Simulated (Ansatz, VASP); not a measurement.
# GaB2P2N: VASP beside Ansatz, part 3 of 3

One calculation is typed for both programs; each brings its own data sets. How far apart do they land? The cell is generated by rule, not measured, and may not be a known phase. The cell is taken from a series of runs on this material, whose earlier steps may have relaxed, scaled, displaced or heated it; both programs get it as it stands.

VASP 6.6.1 and Ansatz 0.2.0.

So far: Ansatz: relaxation of cell and atoms, LDA, pair 1; VASP: relaxation of cell and atoms, LDA, pair 1; Differences; Ansatz: relaxation of cell and atoms, LDA, pair 2; VASP: relaxation of cell and atoms, LDA, pair 2; Comparison.

## (8) VASP: relaxation of cell and atoms, LDA, pair 3

Level of this step: LDA; plane waves and PAW (B, Ga_d, N, P); invented cell (VASP).

The relaxed volume is the usual yardstick between codes: in a stiff, nearly cubic crystal its relative difference is about their pressure difference at one cell divided by the bulk modulus. Its start cell is another than that of the pair before, and may be another structure of the material.

INCAR

```
SYSTEM = GaB2P2N
PREC = Accurate
ENCUT = 600
EDIFF = 1E-07
NELM = 120
ISMEAR = 0
SIGMA = 0.01
LREAL = .FALSE.
ALGO = Normal
GGA = PW92
NBANDS = 23
LORBIT = 11
LWAVE = .FALSE.
LCHARG = .FALSE.
ISIF = 3
IBRION = 2
NSW = 80
EDIFFG = -0.005
LASPH = .TRUE.
GGA_COMPAT = .FALSE.
NELMIN = 4
EFERMI = MIDGAP
KPAR = 2
```

POSCAR

```
GaB2P2N
1.0
    7.1853540000     -1.5951440000      0.0000000000
    7.1853540000      1.5951440000      0.0000000000
   -0.0038700000      0.0000000000      3.4533110000
B Ga N P
2 1 1 2
Direct
    0.0087049600      0.0087049600      0.2096738463
    0.6616673995      0.6616673995      0.7098167527
    0.3427953380      0.3427953380      0.2107768458
    0.9136866644      0.9136866644      0.2106610149
    0.5850062738      0.5850062738      0.2093900607
    0.2381393959      0.2381393959      0.7102641494
```

KPOINTS

```
Automatic mesh
0
Gamma
10 10 8
0 0 0
```

Potentials, in the order of the species: B, Ga_d, N and P (LDA family, release 64).

Command:

```sh
$ mpirun -np 2 vasp_std
```

Numbers of over 12 decimals in the logs are rounded to 6 here.

The program printed:

```text
[... set-up lines as in an earlier step ...]
 entering main loop
       N       E                     dE             d eps       ncg     rms          rms(c)
DAV:   1     0.258604668225E+03    0.25860E+03   -0.17005E+04 10674   0.203E+03
DAV:   2    -0.104582319549E+02   -0.26906E+03   -0.25315E+03 11694   0.487E+02
DAV:   3    -0.441663183734E+02   -0.33708E+02   -0.32621E+02 13113   0.128E+02
DAV:   4    -0.454203820679E+02   -0.12541E+01   -0.12488E+01 13454   0.269E+01
[...]
DAV:  13    -0.416107388555E+02   -0.27421E-05   -0.16986E-05 15514   0.510E-02    0.669E-03
DAV:  14    -0.416107390661E+02   -0.21052E-06   -0.30606E-06 14637   0.194E-02    0.346E-03
DAV:  15    -0.416107391515E+02   -0.85467E-07   -0.65779E-07 13165   0.596E-03
   1 F= -.41610739E+02 E0= -.41610739E+02  d E =-.416107E+02
[... from here on, the cycles between the ionic steps are left out ...]
   2 F= -.41610839E+02 E0= -.41610839E+02  d E =-.999116E-04
   3 F= -.41610851E+02 E0= -.41610851E+02  d E =-.111616E-03
   4 F= -.41610812E+02 E0= -.41610812E+02  d E =0.392584E-04
   5 F= -.41610866E+02 E0= -.41610866E+02  d E =-.154322E-04
   6 F= -.41610876E+02 E0= -.41610876E+02  d E =-.941552E-05
   7 F= -.41610876E+02 E0= -.41610876E+02  d E =-.975024E-05
   8 F= -.41610876E+02 E0= -.41610876E+02  d E =-.975736E-05
   9 F= -.41610878E+02 E0= -.41610878E+02  d E =-.174632E-05
 trial-energy change:   -0.000002  1 .order   -0.000002   -0.000004    0.000000
 step:   0.7521(harm=  0.7521)  dis= 0.00011  next Energy=   -41.610878 (dE=-0.171E-05)
 reached required accuracy - stopping structural energy minimisation
```

Parts of OUTCAR (step 8):

```text
  Total       -0.0046660     -0.0044035     -0.0039047      0.0000000      0.0000000      0.0008509
  in kB       -0.0944666     -0.0891530     -0.0790548      0.0000000      0.0000000      0.0172275
  external PRESSURE =      -0.0875581 kB  Pullay stress =       0.0000000 kB

 POSITION                                       TOTAL-FORCE (eV/Angst)
 -----------------------------------------------------------------------------------
      0.12611      0.00000      0.72374        -0.000658      0.000000      0.000332
      9.50677      0.00000      2.45046         0.000146      0.000000      0.000064
      4.92449      0.00000      0.72768         0.001264      0.000000     -0.000375
     13.13317      0.00000      0.72773         0.002392      0.000000     -0.000378
      8.40759      0.00000      0.72317        -0.003393      0.000000      0.000414
      3.41804      0.00000      2.45174         0.000249      0.000000     -0.000057
 -----------------------------------------------------------------------------------
    total drift:                               -0.000094     -0.000000     -0.000467

  FREE ENERGIE OF THE ION-ELECTRON SYSTEM (eV)
  ---------------------------------------------------
  free  energy   TOTEN  =       -41.6108777038 eV

  energy  without entropy=      -41.6108777038  energy(sigma->0) =      -41.61087770

[... 1 part as in an earlier step ...]

[... 3 further parts left out ...]
[key lines of the parts left out:]
E-fermi :   6.1670
```

The run keeps the 2 symmetry operations of its start, so it cannot find a distortion of lower symmetry.

## (9) Ansatz: relaxation of cell and atoms, LDA, pair 3

The same cell, functional (in two slightly different forms) and mesh now go to Ansatz, which takes its cutoff from its data sets.

The cell is taken from a series of runs on this material, whose earlier steps may have relaxed, scaled, displaced or heated it; both programs get it as it stands.

input.yaml

```yaml
crystal:
  lattice:
    - [7.1853539684, -1.5951441015, 0.0]
    - [7.1853539684, 1.5951441015, 0.0]
    - [-0.0038695618, 0.0, 3.4533110482]
  atoms:
    - { symbol: B, position: [0.0087049618, 0.0087049618, 0.2096739791] }
    - { symbol: B, position: [0.6616674094, 0.6616674094, 0.709816765] }
    - { symbol: Ga, position: [0.3427953296, 0.3427953296, 0.2107768672] }
    - { symbol: "N", position: [0.9136866348, 0.9136866348, 0.2106611234] }
    - { symbol: P, position: [0.5850062918, 0.5850062918, 0.2093901104] }
    - { symbol: P, position: [0.2381393728, 0.2381393728, 0.7102642696] }
kpoints:
  mp_grid: { grid: [10, 10, 8] }
hamiltonian:
  xc: lda
scf:
  occupations: { method: fixed }
output:
  forces: true
  stress: true
  eigenvalues: true
relax:
  adjacent_minimum: "off"
  f_tol: 0.001
  max_steps: 60
  cell: { stress_tol: 0.01 }
```

Command:

```sh
$ ansatz run input.yaml --threads 8 --pin off --max-ram 14336MiB --backend cpu --events-out ev --progress --plain --runs-dir out
```

The program printed:

```text
[...]
- [7.185315, -1.595153, 0.00354457]
    - [7.185315, 1.595153, 0.00354457]
    - [-0.00216601, 0.0, 3.453239]
  atoms:
    - { symbol: B, position: [0.00871015, 0.00871015, 0.210062] }
    - { symbol: B, position: [0.661665, 0.661665, 0.710054] }
    - { symbol: Ga, position: [0.342801, 0.342801, 0.210172] }
    - { symbol: N, position: [0.913685, 0.913685, 0.210173] }
    - { symbol: P, position: [0.585000, 0.585000, 0.210010] }
    - { symbol: P, position: [0.238139, 0.238139, 0.710112] }
[key lines of the parts left out:]
SCF converged after 5 iterations
Free energy (F): -5834.204761 eV
Fermi energy:    8.226088 eV
P = ⅓ Tr σ = 0.0004 GPa (0.004 kbar)
```

## (10) Side by side

What differs besides the data sets and the points named for the pairs above, as far as they apply: fixed occupations in Ansatz, narrow Gaussian smearing in VASP. Total energies have different zeros and are not compared.

Compared:

```
                                         quantity  Ansatz   VASP  difference
                                      volume (Å³)   79.16  79.14     +0.03 %
edge a after relaxation, in the typed setting (Å)   7.360  7.361     -0.01 %
edge c after relaxation, in the typed setting (Å)   3.453  3.452     +0.05 %
```

Found at a tolerance of 0.01 Å, the end structures differ in symmetry: Amm2 in Ansatz, Cm in VASP; the atoms lie within 0.05 Å of each other, which can come from where the walks stopped or from unlike electronic states.

## (11) Summary of results

| Quantity | Value |
| --- | --- |
| difference in volume (relaxation of cell and atoms, LDA, pair 1) | 0.028 % |
| difference in edge b after relaxation, in the typed setting (relaxation of cell and atoms, LDA, pair 2) | 0.052 % |
| difference in edge c after relaxation, in the typed setting (relaxation of cell and atoms, LDA, pair 3) | 0.046 % |

In words: The difference in edge b after relaxation, in the typed setting is 0.052 % (relaxation of cell and atoms, LDA, pair 2), within the 1.2 % picked in this series as the mark of a large difference, as far as the stopping tolerances let one tell. 1 further run of this series is not shown here. How closely two codes agree says nothing of how well the functional describes the real material.

[Lines on the potential files, build, host, timing and source positions are cut from VASP's logs without a mark.]

[Logs are printed without paths, hosts, clocks, repeated set-up lines and the standing remarks that a program may print on its own settings, such as how far it seeks lower states.]

[Hosts, paths, dates, database ids (printed as entryN), source tags and the programs' standing remarks are cut or masked in the printed files.]
